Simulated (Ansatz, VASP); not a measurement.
# TiC: VASP beside Ansatz

Aim: how closely do two programs agree when they are given the same cell, functional and k mesh? The cell is taken from a series of runs on this material, whose earlier steps may have relaxed, scaled, displaced or heated it; both programs get it as it stands.

Program: Ansatz 0.2.0. Level of theory: plane waves, with VASP 6.6.1 beside it; zone-centre phonons at PBEsol. Results are calculated unless marked as measured.

## 1. The starting structure

Symmetry: R-3m, No. 166, trigonal system. The conventional cell has a = 3.096 Å, b = 3.096 Å, c = 7.342 Å, α = 90.00°, β = 90.00°, γ = 120.00°. Nearest to C lie 6 Ti at 2.17 Å. Nearest to Ti lie 6 C at 2.17 Å. Farther neighbours are not listed.

As a file:

```cif
data_structure
_symmetry_space_group_name_H-M 'R-3m:H'
_symmetry_Int_Tables_number 166
_cell_length_a 3.0962
_cell_length_b 3.0962
_cell_length_c 7.3422
_cell_angle_alpha 90.000
_cell_angle_beta 90.000
_cell_angle_gamma 120.000
_cell_volume 60.96
loop_
_atom_site_label
_atom_site_type_symbol
_atom_site_symmetry_multiplicity
_atom_site_Wyckoff_symbol
_atom_site_fract_x
_atom_site_fract_y
_atom_site_fract_z
_atom_site_occupancy
C1 C 3 b 0.33333 0.66667 0.16667 1
Ti1 Ti 3 a 0.00000 0.00000 0.00000 1
```

## 2. Ansatz: zone-centre phonons, PBEsol

Ansatz runs on its PAW soft_1 files.

Second derivatives magnify differences that forces hide, and they need a tight electronic threshold.

The input, input.yaml:

```yaml
crystal:
  lattice:
    - [-0.046578751, 2.1427934323, 2.1427934323]
    - [2.1427934323, -0.046578751, 2.1427934323]
    - [2.1427934323, 2.1427934323, -0.046578751]
  atoms:
    - { symbol: C, position: [0.5, 0.5, 0.5] }
    - { symbol: Ti, position: [0.0, 0.0, 0.0] }
kpoints:
  mp_grid: { grid: [16, 16, 16] }
hamiltonian:
  xc: pbesol
  pseudopotentials: { kind: paw, azcp: { folder: soft_1 }, xc_functional: pbe }
scf:
  occupations: { method: methfessel_paxton, width: 0.2 }
output:
  eigenvalues: true
phonons:
  method: dfpt
```

Run with:

```bash
ansatz run input.yaml --threads 4 --pin off --max-ram 10240MiB --backend cpu --events-out ev --progress --plain --runs-dir out
```

Numbers of over 12 decimals in the logs are rounded to 6 here.

The program printed:

```text
Engine: ansatz 0.2.0, x86_64-unknown-linux-gnu
Pseudopotentials: kind: paw
Pseudopotential: C, paw, valence charge 4, recommended cutoff 420 eV (normal), soft_1/C.paw.azcp
Pseudopotential: Ti, paw, valence charge 12, recommended cutoff 420 eV (normal), soft_1/Ti.paw.azcp
Functional definition: PBEsol
  exchange = pbesol_x
  correlation = pbesol_c
Crystal: 2 atoms, lattice volume = 20.319 Å³
Basis set: ecut = 420 eV, 393 PW (Γ), exchange–correlation on 48×48×48 points (8 copies of the dense FFT grid, shifted against one another)
Bands: 12, of which v1, the nominal top of the filled ones, is band 8 counted from 1 (7 counted from 0)
Symmetry: 12 space group operations
k-points: 1098 of 4096 (irreducible under 2 space group operations, time reversal used)
Non-local potential: C, projectors of the file, l = 0: 2, l = 1: 2, l = 2: 1
Non-local potential: Ti, projectors of the file, l = 0: 3, l = 1: 2, l = 2: 3, l = 3: 1
PAW form: soft (Blöchl's): semilocal exchange-correlation on the pseudo side does not see the compensation charge
PAW frozen core: C, regenerated for the run's functional, and the local potential with it (the file was generated under x = pbe(κ = 0.804, μ = 0.219515), c = pbe(β = 0.066725))
PAW frozen core: Ti, regenerated for the run's functional, and the local potential with it (the file was generated under x = pbe(κ = 0.804, μ = 0.219515), c = pbe(β = 0.066725))
PAW one-centre angular grid: C, 110 points (default); XC on 64 Gauss nodes
PAW one-centre angular grid: Ti, 590 points (default); XC on 64 Gauss nodes
Initial density: superposition of atomic densities (chi_scale 0.1, normalization cell, long waves kept (reshape's long-wave potential 0.00 eV rms))
Initial wavefunctions: pseudopotential atomic-orbital guess
Functional: x = pbesol(κ = 0.804, μ = 0.123457), c = pbesol(β = 0.046)
SCF iter   1: F=—  HF=-2723.366162 eV  |F-HF|=—  |Δ(HF+E_count)|=         —  Δρ=1.36e-1  dr2=4.88e0  ethr=3.10e-3  ⟨swp⟩=4.2  Hψ=61901  notcnv=0
preconditioner: auto → none  [metal: Δε(μ)=0.028 eV  Ē_g=9.013 eV  σ=0.200 eV  W_gap=0.12  n_scr=8 (ndim 8)  ℏωp=23.3 eV  f_vac=0.000  D(μ)=0.17/eV (n_scr^D=0)  sad-step TF]
SCF iter   2: F=—  HF=-2722.885168 eV  |F-HF|=—  |Δ(HF+E_count)|=   4.81e-1  S|Δr|=    0.00e0  Δρ=9.53e-2  dr2=2.46e0  ethr=3.10e-3  ⟨swp⟩=2.0  Hψ=26280  notcnv=0
SCF iter   3: F=—  HF=-2722.401268 eV  |F-HF|=—  |Δ(HF+E_count)|=   4.84e-1  S|Δr|=    0.00e0  Δρ=8.10e-3  dr2=7.57e-3  ethr=3.10e-3  ⟨swp⟩=2.9  Hψ=27476  notcnv=0
SCF iter   4: F=—  HF=-2722.398769 eV  |F-HF|=—  |Δ(HF+E_count)|=   2.50e-3  S|Δr|=    0.00e0  Δρ=1.54e-3  dr2=2.62e-4  ethr=4.73e-5  ⟨swp⟩=2.0  Hψ=31017  notcnv=0
SCF iter   5: F=—  HF=-2722.398834 eV  |F-HF|=—  |Δ(HF+E_count)|=   6.51e-5  S|Δr|=    0.00e0  Δρ=4.04e-4  dr2=2.49e-5  ethr=1.64e-6  ⟨swp⟩=2.0  Hψ=17748  notcnv=0
SCF iter   6: F=—  HF=-2722.398833 eV  |F-HF|=—  |Δ(HF+E_count)|=   7.92e-7  S|Δr|=    0.00e0  Δρ=6.31e-5  dr2=7.92e-7  ethr=1.55e-7  ⟨swp⟩=2.0  Hψ=21119  notcnv=0
SCF iter   7: F=—  HF=-2722.398833 eV  |F-HF|=—  |Δ(HF+E_count)|=   1.12e-7  S|Δr|=    0.00e0  Δρ=3.18e-6  dr2=1.88e-9  ethr=4.95e-9  ⟨swp⟩=3.0  Hψ=21998  notcnv=0
SCF iter   8: F=—  HF=-2722.398833 eV  |F-HF|=—  |Δ(HF+E_count)|=  5.75e-10  S|Δr|=    0.00e0  Δρ=1.58e-6  dr2=5.36e-10  ethr=1.17e-11  ⟨swp⟩=2.3  Hψ=17601  notcnv=0
SCF iter   9: F=-2722.398833 eV  HF=-2722.398833 eV  |F-HF|=3.18e-12  |Δ(HF+E_count)|=  1.45e-10  S|Δr|=    0.00e0  Δρ=1.11e-7  dr2=2.66e-12  ethr=1.00e-12  ⟨swp⟩=3.8  Hψ=55723  notcnv=0
the search or the solves at the SCF's close seem to have found levels that the self-consistency loop had missed (the run counts 1). By its estimate they hold under 1e-12 electrons; where the run keeps them, the occupations were computed again with them
SCF 1 converged in 9 iterations: F = -2722.398833 eV  dr2 = 2.66e-12
  greatest PAW one-centre occupation: 0.998 electrons in one spin orbital (limit 2), on the Ti atom at site 1 (counted from 0), in its partial waves of l = 0
DFPT response loops at Γ: preconditioner auto → Kerker (q_TF=auto, 2.622 Å⁻¹) (partly filled bands, converged f_vac=0.000); β = 1.00, the filter's whole step (`scf.mixing.beta` (0.50) is not read by the response loops under this deck's `scf.mixing.preconditioner`; to damp them name `kerker` or `kerker_dos`, under which they read `scf.mixing.beta`, and type it under 1.00, their step now; both keys bind the ground state too); Broyden in place of MSR1
SCF converged after 9 iterations
Stability not checked: this state was not tested for a lower state beside it, because cold or Methfessel-Paxton smearing, or corrected tetrahedra, fill the levels in a way that the test cannot read (fill_not_monotonic; see scf.lower_state_search)
Free energy (F): -2722.398833 eV
Harris-Foulkes:  -2722.398833 eV  (|F-HF|=3.18e-12)
Internal energy: -2722.399271 eV  (E = F + TS)
E sigma→0 (E₀):  -2722.398942 eV
Entropy (-TS):   0.000438 eV (0.219 meV/atom)
Fermi energy:    14.517112 eV
--- Per-component energies (eV) ---
  E_band       = -112.365699
  E_kinetic    = 365.543804
  E_local      = -829.489719  (includes V_loc(G=0)·N_el)
  E_nonlocal   = 84.235733
  E_hartree    = 325.514260
  E_xc         = -163.241868
  E_vxc        = -204.538790  (∫ρ·V_xc dr)
  E_paw        = -1111.923982  (= ΣΔE_a)
  E_vpaw       = -179.145244  (= ΣTr[D̂ρ^β])
  E_aug_tail   = -0.000059  (compensation charges beyond the density's cutoff)
  E_ewald      = -1393.197926
  E_core_change = 0.160485  (= ΣΔE_core)
  E_smearing   = 0.000438  (= −TS)
  E_closure    = -0.000000  (closes the sum)
  Σ components = -2722.398833   (vs F -2722.398833, Δ=0.00e0)
--- Band table (eV; the first three rows and the last of 1098) ---
  k-point 0: bands = [... 4 lower, 2.1413, 15.0709, 15.0709, 15.3881, 16.1340, 16.1340, 16.2623, 16.2623]
  k-point 1: bands = [... 4 lower, 2.2293, 14.6598, 14.8662, 15.1563, 15.5291, 15.6489, 16.4018, 17.2012]
  k-point 2: bands = [... 4 lower, 2.4880, 13.7947, 14.1393, 14.3914, 15.5635, 15.7344, 16.7462, 18.2700]
  k-point 1097: bands = [... 4 lower, 5.8374, 8.6472, 11.4247, 11.4247, 17.5292, 17.5292, 18.7613, 22.3937]
--- Phonons (Γ-DFPT): 2 representative perturbations + reference, on 1098 of 4096 k-points (Σ response iterations 6) ---
  k mesh reduced under 2 symmetry operations, with k and −k counted as one. Each operation leaves every solved perturbation unchanged. A smaller set is not used because it would not reduce the number of displacements times k-points to solve
  ASR residual: 5.341e-5 → 0.000e0 eV/Å²; symmetrization residual: 1.247e-7 eV/Å²
  ASR residual per site (eV/Å²): 4.42e-6 5.34e-5
  Γ frequencies (cm⁻¹): 0.00 0.00 0.00 490.51 529.35 529.35
  non-analytic LO–TO correction: not included (Born effective charges unavailable; polar crystals: no LO–TO splitting at Γ)
```

(Continued in part 2 of 2.)

[Lines on the potential files, build, host, timing and source positions are cut from VASP's logs without a mark.]

[Logs are printed without paths, hosts, clocks, repeated set-up lines and the standing remarks that a program may print on its own settings, such as how far it seeks lower states.]

[Hosts, paths, dates, database ids (printed as entryN), source tags and the programs' standing remarks are cut or masked in the printed files.]
